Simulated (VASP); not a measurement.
# LaB6 (cab6): computed properties

Method: LDA (Ceperley-Alder, Perdew-Zunger), VASP's LDA PAW potentials (set 64) (plane waves; VASP).

```yaml
space_group: Pm-3m (221)
cell: a = b = c = 4.100 Å, α = β = γ = 90.00°
volume_per_atom: 9.84 Å³/atom
band gap (over mesh and band path): none (metal, semimetal or under 0.01 eV)
density: 4.91 g/cm³
```

LaB₆ is modelled in the cubic space group Pm-3m (No. 221), Pearson symbol cP7. Lattice parameters: a = 4.100 Å, b = 4.100 Å, c = 4.100 Å, α = 90.00°, β = 90.00°, γ = 90.00°. La on 1a is surrounded by 24 B at 3.012 Å. B on 6f sees 1 B at 1.638 Å and 4 B at 1.741 Å and 4 La at 3.012 Å. (Neighbours: up to the widest gap in distance over summed covalent radii, below 1.35, at either atom; cation-cation and far metal-metal contacts left out.)

Measured: a 4.157 Å at 296 K (computed value off by -1.4 %), as given by Masami Tsubota et al., Scientific Reports (2017), doi:10.1038/s41598-017-15766-y. The calculation is for a static lattice, while the measured a holds thermal and zero-point effects, which are part of the difference.

The compound is LaB6 in the cab6 structure. It was relaxed first. Symmetry was kept, so distortions that lower it aren't found. The electron count is odd and the run is not spin-polarised, which forces a metal.
